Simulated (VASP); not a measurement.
# ScAlCN (R-3m) in VASP: further runs

One crystal, ScAlCN, is run at these levels: r2SCAN; tasks: relaxation of the atoms, single point.

All numbers are computed with VASP 6.6.1; they aren't measurements. Logs are shortened: lines on timing, memory, paths and dates and some standing lists are left out, and cuts for length are marked.

## 1. Starting point

It takes space group R-3m (No. 166, trigonal). The conventional cell has a = 3.300 Å, b = 3.300 Å, c = 30.484 Å, α = 90.00°, β = 90.00°, γ = 120.00°. Around Sc (site symmetry -3m) lie 6 C at 2.41 Å. Around Sc (site symmetry -3m) lie 6 N at 2.16 Å. Around Al (site symmetry 3m) lie 1 N at 1.86 Å and 3 C at 2.04 Å. N (site symmetry 3m) is surrounded by 1 Al at 1.86 Å. Around C (site symmetry 3m) lie 3 Al at 2.04 Å.

The cell was built by a generator and needn't be a form met in nature.

## 2. Relaxation of the atoms, r2SCAN

Contents of POSCAR:

```
ScAlCN
1.0
    1.6498860000      2.8576800000      0.0000000000
   -1.6498860000      2.8576800000      0.0000000000
    0.0000000000     -1.9051200000     10.1614510000
Sc Al N C
2 2 2 2
Direct
    0.0000000000      0.0000000000      0.0000000000
    0.5000000000      0.5000000000      0.5000000000
    0.7391900000      0.7391900000      0.2175700000
    0.2608100000      0.2608100000      0.7824300000
    0.1997200000      0.1997200000      0.5991600000
    0.8002800000      0.8002800000      0.4008400000
    0.6181600000      0.6181600000      0.8544800000
    0.3818400000      0.3818400000      0.1455200000
```

Contents of INCAR.step1:

```
SYSTEM = ScAlCN
PREC = Accurate
ENCUT = 520
ISMEAR = -1
SIGMA = 0.1
LREAL = .FALSE.
LASPH = .TRUE.
NELM = 100
GGA = PE
ALGO = Normal
EDIFF = 1E-4
LWAVE = .TRUE.
LCHARG = .FALSE.
```

Contents of INCAR.step2:

```
SYSTEM = ScAlCN
PREC = Accurate
ENCUT = 520
EDIFF = 1E-7
ISMEAR = -1
SIGMA = 0.1
LREAL = .FALSE.
LASPH = .TRUE.
NELM = 100
ALGO = Normal
ISIF = 2
LWAVE = .FALSE.
LCHARG = .FALSE.
METAGGA = R2SCAN
LMIXTAU = .TRUE.
IBRION = 2
NSW = 100
EDIFFG = -0.01
ISTART = 1
```

Contents of KPOINTS:

```
regular mesh
0
G
  6 6 6
  0 0 0
```

Potentials or basis: VASP PAW PBE potentials, release 64 (Sc_sv, Al, N, C).

The run is started by

```sh
> cat potpaw_PBE.64/Sc_sv/POTCAR potpaw_PBE.64/Al/POTCAR potpaw_PBE.64/N/POTCAR potpaw_PBE.64/C/POTCAR > POTCAR
> cp INCAR.step1 INCAR
> mpirun -np 1 vasp_std > vasp.out
> cp INCAR.step2 INCAR
> mpirun -np 1 vasp_std > vasp.out
```

OUTCAR:

```text
SYSTEM = ScAlCN
   PREC = Accurate
   ENCUT = 520
   EDIFF = 1E-7
   ISMEAR = -1
   LREAL = .FALSE.
   LASPH = .TRUE.
   NELM = 100
   ISIF = 2
   METAGGA = R2SCAN
   IBRION = 2
   NSW = 100
   EDIFFG = -0.01
   ISTART = 1

 ion  position               nearest neighbor table
   1  0.000  0.000  0.000-   7 2.41   8 2.41   7 2.41   7 2.41   8 2.41   8 2.41   3 2.92   4 2.92
                             4 2.92   3 2.92   4 2.92   3 2.92
   2  0.500  0.500  0.500-   5 2.16   6 2.16   5 2.16   5 2.16   6 2.16   6 2.16
   3  0.739  0.739  0.218-   6 1.86   8 2.04   8 2.04   8 2.04   1 2.92   1 2.92   1 2.92
   4  0.261  0.261  0.782-   5 1.86   7 2.04   7 2.04   7 2.04   1 2.92   1 2.92   1 2.92
   5  0.200  0.200  0.599-   4 1.86   2 2.16   2 2.16   2 2.16
   6  0.800  0.800  0.401-   3 1.86   2 2.16   2 2.16   2 2.16
   7  0.618  0.618  0.854-   4 2.04   4 2.04   4 2.04   1 2.41   1 2.41   1 2.41
   8  0.382  0.382  0.146-   3 2.04   3 2.04   3 2.04   1 2.41   1 2.41   1 2.41

  LATTYP: Found a trigonal (rhomboedric) cell.
 ALAT       =    10.3384999295
 COS(alpha) =     0.9490642375

  Lattice vectors:

 A1 = (   1.6498860000,   0.9525600000,  10.1614510000)
 A2 = (  -1.6498860000,   0.9525600000,  10.1614510000)
 A3 = (   0.0000000000,  -1.9051200000,  10.1614510000)

Analysis of symmetry for initial positions (statically):
=====================================================================
 Subroutine PRICEL returns:
 Original cell was already a primitive cell.

 Routine SETGRP: Setting up the symmetry group for a
 trigonal (rhombohedral) supercell.

 Subroutine GETGRP returns: Found 12 space group operations
 (whereof 12 operations were pure point group operations)
 out of a pool of 12 trial point group operations.

The static configuration has the point symmetry D_3d.

Analysis of symmetry for dynamics (positions and initial velocities):
=====================================================================
 Subroutine PRICEL returns:
 Original cell was already a primitive cell.

 Routine SETGRP: Setting up the symmetry group for a
 trigonal (rhombohedral) supercell.

 Subroutine GETGRP returns: Found 12 space group operations
 (whereof 12 operations were pure point group operations)
 out of a pool of 12 trial point group operations.

The dynamic configuration has the point symmetry D_3d.

 Subroutine INISYM returns: Found 12 space group operations
 (whereof 12 operations are pure point group operations),
 and found     1 'primitive' translations

----------------------------------------------------------------------------------------

                                     Primitive cell

  volume of cell :      95.8194

  direct lattice vectors                    reciprocal lattice vectors
     1.649886000  2.857680000  0.000000000     0.303051241  0.174967106  0.032803714
    -1.649886000  2.857680000  0.000000000    -0.303051241  0.174967106  0.032803714
     0.000000000 -1.905120000 10.161451000     0.000000000  0.000000000  0.098411142

  length of vectors
     3.299766476  3.299766476 10.338499342     0.351467817  0.351467817  0.098411142

  position of ions in fractional coordinates (direct lattice)
     0.000000000  0.000000000  0.000000000
     0.500000000  0.500000000  0.500000000
     0.739190000  0.739190000  0.217570000
     0.260810000  0.260810000  0.782430000
     0.199720000  0.199720000  0.599160000
     0.800280000  0.800280000  0.400840000
     0.618160000  0.618160000  0.854480000
     0.381840000  0.381840000  0.145520000

  ion indices of the primitive-cell ions
   primitive index   ion index
                 1           1
                 2           2
                 3           3
                 4           4
                 5           5
                 6           6
                 7           7
                 8           8

----------------------------------------------------------------------------------------

 KPOINTS: regular mesh

Automatic generation of k-mesh.
 Grid dimensions read from file:
 generate k-points for:    6    6    6

 Generating k-lattice:

  Cartesian coordinates                     Fractional coordinates (reciprocal lattice)
     0.050508540  0.029161184  0.005467286     0.166666667  0.000000000  0.000000000
    -0.050508540  0.029161184  0.005467286     0.000000000  0.166666667  0.000000000
     0.000000000  0.000000000  0.016401857     0.000000000  0.000000000  0.166666667

  Length of vectors
     0.058577970  0.058577970  0.016401857

  Shift w.r.t. Gamma in fractional coordinates (k-lattice)
     0.000000000  0.000000000  0.000000000

 Subroutine IBZKPT returns following result:
 ===========================================

 Found     32 irreducible k-points:

 Following reciprocal coordinates:
            Coordinates               Weight
  0.000000  0.000000  0.000000      1.000000
  0.166667 -0.000000 -0.000000      6.000000
  0.333333 -0.000000 -0.000000      6.000000
  0.500000  0.000000 -0.000000      3.000000
  0.166667  0.166667 -0.000000      6.000000
  0.333333  0.166667 -0.000000     12.000000
[... 16 lines left out ...]
  0.333333  0.333333  0.166667      6.000000
  0.500000  0.333333  0.166667     12.000000
 [... further k-points ...]
   k-points           NKPTS =     32   k-points in BZ     NKDIM =     32   number of bands    NBANDS=     28
   number of dos      NEDOS =    301   number of ions     NIONS =      8
   total plane-waves  NPLWV =  62720
   dimension x,y,z NGX =    28 NGY =   28 NGZ =   80
   dimension x,y,z NGXF=    56 NGYF=   56 NGZF=  160
   ions per type =               2   2   2   2
   NGX,Y,Z   is equivalent  to a cutoff of  14.11, 14.11, 12.86 a.u.
   NGXF,Y,Z  is equivalent  to a cutoff of  28.21, 28.21, 25.73 a.u.
 SYSTEM =  ScAlCN
   PREC   = accura    normal or accurate (medium, high low for compatibility)
   ISTART =      1    job   : 0-new  1-cont  2-samecut
   ICHARG =      0    charge: 1-file 2-atom 10-const
   ISPIN  =      1    spin polarized calculation?
   LNONCOLLINEAR =      F non collinear calculations
   LSORBIT =      F    spin-orbit coupling
   LASPH  =      T    aspherical Exc in radial PAW
   ENCUT  =  520.0 eV  38.22 Ry    6.18 a.u.   6.14  6.14 19.22*2*pi/ulx,y,z
   NELM   =    100;   NELMIN=  2; NELMDL=  0     # of ELM steps
   EDIFF  = 0.1E-06   stopping-criterion for ELM
   LREAL  =      F    real-space projection
   EDIFFG = -.1E-01   stopping-criterion for IOM
   NSW    =    100    number of steps for IOM
   IBRION =      2    ionic relax: 0-MD 1-quasi-New 2-CG
   NFREE  =      1    steps in history (QN), initial steepest desc. (CG)
   ISIF   =      2    stress and relaxation
   ISYM   =      2    0-nonsym 1-usesym 2-fastsym
   POTIM  = 0.5000    time-step for ionic-motion
   TEBEG  =    0.0;   TEEND  =   0.0 temperature during run
   PSTRESS=    0.0 pullay stress
   NELECT =      46.0000    total number of electrons
   NUPDOWN=      -1.0000    fix difference up-down
   EMIN   =  10.00;   EMAX   =-10.00  energy-range for DOS
   EFERMI =   0.00;   METHOD = LEGACY
   ISMEAR =    -1;   SIGMA  =   0.10  broadening in eV -4-tet -1-fermi 0-gaus
   EFERMI_NEDOS =   21; number of points for ismear=-14 and -15
   IALGO  =     38    algorithm
   IMIX   =      4    mixing-type and parameters
     AMIX     =   0.40;   BMIX     =  1.00
     AMIX_MAG =   1.60;   BMIX_MAG =  1.00
  volume/ion in A,a.u.               =      11.98        80.83
  Fermi-wavevector in a.u.,A,eV,Ry     =   1.281867  2.422378 22.356868  1.643183
  Thomas-Fermi vector in A             =   2.414212
   LORBIT       =      0    0 simple, 1 ext, 2 COOP (PROOUT), +10 PAW based schemes
   METAGGA = R2SCAN    functional components
   LHFCALC =     F    Hartree Fock is set to
   AEXX    =    0.0000 exact exchange contribution
   IVDW    =     0    specifies the selected vdW correction
   LEPSILON=     F    determine dielectric tensor
   LRPA    =     F    only Hartree local field effects (RPA)
 conjugate gradient relaxation of ions
 non-spin polarized calculation
  energy-cutoff  :      520.00
  volume of cell :       95.82
 maximum number of plane-waves:      2600
 NGX is ok and might be reduce to    28
   NGX = 13   NGY = 13   NGZ = 39

--------------------------------------- Ionic step        1  -------------------------------------------

 number of electron      46.0000003 magnetization

 Free energy of the ion-electron system (eV)
  ---------------------------------------------------
  ext. energy  EPLUGINS =         0.00000000
  ---------------------------------------------------
  free energy    TOTEN  =       -79.66117602 eV

  energy without entropy =      -79.48877553  energy(sigma->0) =      -79.57497578

------------------------ aborting loop because EDIFF is reached ----------------------------------------

  FORCE on cell =-STRESS in cart. coord.  units (eV):
  Direction    XX          YY          ZZ          XY          YZ          ZX
  --------------------------------------------------------------------------------------
  -------------------------------------------------------------------------------------
  Total        1.1206367      1.1206317      0.4670798      0.0000000     -0.0000000      0.0000000
  in kB       18.7379545     18.7378709      7.8099533      0.0000000     -0.0000000      0.0000000
  external PRESSURE =      15.0952596 kB  Pullay stress =       0.0000000 kB
[... 107 lines left out ...]
  FREE ENERGIE OF THE ION-ELECTRON SYSTEM (eV)
  ---------------------------------------------------
  free  energy   TOTEN  =       -79.8771145509 eV

  energy  without entropy=      -79.7092603509  energy(sigma->0) =      -79.79318745

[... ionic steps 4 to 11 ...]

--------------------------------------- Ionic step       12  -------------------------------------------

 number of electron      46.0000002 magnetization

------------------------ aborting loop because EDIFF is reached ----------------------------------------
[... 79 lines left out ...]
--------------------------------------- Ionic step       14  -------------------------------------------

 number of electron      46.0000002 magnetization

 Free energy of the ion-electron system (eV)
  ---------------------------------------------------
  ext. energy  EPLUGINS =         0.00000000
  ---------------------------------------------------
  free energy    TOTEN  =       -79.98060546 eV

  energy without entropy =      -79.82543868  energy(sigma->0) =      -79.90302207

 E-fermi :   4.8516     XC(G=0): -11.6501

 val. band max:        4.8405009501   @ k =   0.5000   0.1667  -0.0000
 cond. band min:       4.8542743855   @ k =   0.3333   0.3333   0.1667
 fundamental gap:      0.0137734355
 Fermi energy:         4.8515878605

 k-point     1 :       0.0000    0.0000    0.0000
  band No.  band energies     occupation
      1     -45.0286      2.00000
      2     -44.2837      2.00000
      3     -22.8802      2.00000
      4     -22.5667      2.00000
      5     -22.5666      2.00000
      6     -22.0997      2.00000
[... 733 lines left out ...]
     27       9.6435      0.00000
     28      10.4168      0.00000

 [... further k-points ...]

------------------------ aborting loop because EDIFF is reached ----------------------------------------

  FORCE on cell =-STRESS in cart. coord.  units (eV):
  Direction    XX          YY          ZZ          XY          YZ          ZX
  --------------------------------------------------------------------------------------
  -------------------------------------------------------------------------------------
  Total       -0.4985663     -0.4985641      3.9596978      0.0000000      0.0000000      0.0000000
  in kB       -8.3364329     -8.3363957     66.2093566      0.0000000      0.0000000      0.0000000
  external PRESSURE =      16.5121760 kB  Pullay stress =       0.0000000 kB
[... 23 lines left out ...]
  FREE ENERGIE OF THE ION-ELECTRON SYSTEM (eV)
  ---------------------------------------------------
  free  energy   TOTEN  =       -79.9806054599 eV

  energy  without entropy=      -79.8254386774  energy(sigma->0) =      -79.90302207

 reached required accuracy - stopping structural energy minimisation
```

Run time: 56 min. Hardware: 1 thread of Intel Xeon 6975P-C (Granite Rapids), shared host; peak memory 0.29 GiB.

Results:

```yaml
Free_energy: -79.9806 eV
Energy_gained_by_relaxing: 39.9 meV/atom
Ionic_steps: 14
Pressure_after_relaxing: 1.7 GPa
Band_gap_on_the_k_mesh: none (metal or under the smearing width)
```

Stress tensor (GPa, compression positive):
```
-0.83  0.00  0.00
 0.00 -0.83  0.00
 0.00  0.00  6.62
```

Step by step:
| step | energy change (eV) | largest force (eV/Å) | pressure (GPa) |
| --- | --- | --- | --- |
| 1 | 0.0000 | 1.5913 | 1.51 |
| 2 | -0.1461 | 1.9679 | 3.25 |
| 3 | -0.2159 | 0.8243 | 2.19 |
| 4 | -0.2846 | 0.3634 | 1.86 |
| 5 | -0.2997 | 0.4032 | 1.71 |
| 6 | -0.3151 | 0.2200 | 1.75 |
| 7 | -0.3174 | 0.2204 | 1.78 |
| 8 | -0.3165 | 0.2737 | 1.51 |
| 9 | -0.3193 | 0.0393 | 1.65 |
| 10 | -0.3194 | 0.0124 | 1.66 |
| 11 | -0.3194 | 0.0176 | 1.66 |
| 12 | -0.3194 | 0.0157 | 1.64 |
| 13 | -0.3194 | 0.0136 | 1.64 |
| 14 | -0.3194 | 0.0013 | 1.65 |

Final structure:
```
CELL_PARAMETERS angstrom
1.64989 2.85768 0.00000
-1.64989 2.85768 0.00000
0.00000 -1.90512 10.16145
ATOMIC_POSITIONS crystal
Sc 0.00000 0.00000 0.00000
Sc 0.50000 0.50000 0.50000
Al 0.73865 0.73865 0.21595
Al 0.26135 0.26135 0.78405
N 0.20264 0.20264 0.60793
N 0.79736 0.79736 0.39207
C 0.62258 0.62258 0.86773
C 0.37742 0.37742 0.13227
```

Levels at points of the mesh, in eV from the Fermi level:
```tsv
k point	band 21	band 22	band 23	band 24	band 25	band 26
(0.00, 0.00, 0.00)	0.39	0.77	0.80	0.80	3.52	3.52
(0.50, 0.00, 0.00)	-0.64	-0.62	-0.22	-0.21	1.94	4.26
(0.50, 0.50, 0.00)	-1.06	-1.05	-0.36	-0.08	1.95	4.29
(0.00, 0.00, 0.50)	0.55	0.55	0.65	0.65	3.53	3.53
```

Caveat: the k mesh is coarse (spacing up to 0.37 Å⁻¹), so the values aren't converged; the PAW data sets were made with another functional, which shifts forces and pressure a little.

## 3. Single point, r2SCAN

Contents of POSCAR:

```
ScAlCN
1.0
    1.6498841586      2.8576831894      0.0000000000
   -1.6498841586      2.8576831894      0.0000000000
    0.0000000000     -1.9051221262     10.1614510000
Sc Al N C
2 2 2 2
Direct
    0.0000000000      0.0000000000      0.0000000000
    0.5000000000      0.5000000000      0.5000000000
    0.7387559311      0.7387559311      0.2162677934
    0.2612440689      0.2612440689      0.7837322066
    0.2025142004      0.2025142004      0.6075426012
    0.7974857996      0.7974857996      0.3924573988
    0.6227038859      0.6227038859      0.8681116578
    0.3772961141      0.3772961141      0.1318883422
```

Contents of INCAR.step1:

```
ALGO = Normal
EDIFF = 1E-4
ENCUT = 520
GGA = PE
ISMEAR = -1
LASPH = True
LCHARG = False
LREAL = False
LWAVE = True
NBANDS = 33
NELM = 100
PREC = Accurate
SIGMA = 0.1
```

Contents of INCAR.step2:

```
ALGO = Normal
EDIFF = 1E-7
ENCUT = 520
ISIF = 2
ISMEAR = -1
ISTART = 1
LASPH = True
LCHARG = False
LMIXTAU = True
LREAL = False
LWAVE = False
METAGGA = R2SCAN
NBANDS = 33
NELM = 100
PREC = Accurate
SIGMA = 0.1
```

Contents of KPOINTS:

```
k-points
0
Gamma
  6 6 6
```

Potentials or basis: VASP PAW PBE potentials, release 64 (Sc_sv, Al, N, C).

The run is started by

```sh
> cat potpaw_PBE.64/Sc_sv/POTCAR potpaw_PBE.64/Al/POTCAR potpaw_PBE.64/N/POTCAR potpaw_PBE.64/C/POTCAR > POTCAR
> cp INCAR.step1 INCAR
> mpirun -np 1 vasp_std > vasp.out
> cp INCAR.step2 INCAR
> mpirun -np 1 vasp_std > vasp.out
```

It took 13 min on 1 thread of AMD EPYC 7R43 (Zen 3), shared host; peak memory 0.28 GiB.

It converged, with:

```yaml
Free_energy: -79.9799 eV
Pressure: 1.7 GPa
Largest_force: 0.076 eV/Å
Band_gap_on_the_k_mesh: none (metal or under the smearing width)
```

Forces in eV/Å, atoms in the order of the input:
```
Sc   0.000  0.000  0.000
Sc   0.000  0.000  0.000
Al   0.000  0.000 -0.032
Al   0.000  0.000  0.032
N    0.000  0.000  0.073
N    0.000  0.000 -0.073
C    0.000  0.000 -0.076
C    0.000  0.000  0.076
```

Stress tensor (GPa, compression positive):
```
-0.79  0.00  0.00
 0.00 -0.79  0.00
 0.00  0.00  6.55
```

Levels at points of the mesh, in eV from the Fermi level:
| k point | band 19 | band 20 | band 21 | band 22 | band 23 | band 24 | band 25 | band 26 | band 27 | band 28 |
| --- | --- | --- | --- | --- | --- | --- | --- | --- | --- | --- |
| (0.00, 0.00, 0.00) | -1.13 | 0.40 | 0.40 | 0.76 | 0.81 | 0.81 | 3.54 | 3.54 | 3.96 | 5.08 |
| (0.50, 0.00, 0.00) | -1.78 | -1.44 | -0.63 | -0.62 | -0.23 | -0.21 | 1.96 | 4.27 | 5.14 | 5.43 |
| (0.50, 0.50, 0.00) | -1.08 | -1.07 | -1.06 | -1.05 | -0.36 | -0.09 | 1.97 | 4.31 | 5.26 | 5.43 |
| (0.00, 0.00, 0.50) | -0.69 | -0.05 | 0.56 | 0.56 | 0.65 | 0.65 | 3.54 | 3.54 | 4.07 | 5.11 |

Caveat: the k mesh is coarse (spacing up to 0.37 Å⁻¹), so the values aren't converged; the PAW data sets were made with another functional, which shifts forces and pressure a little.
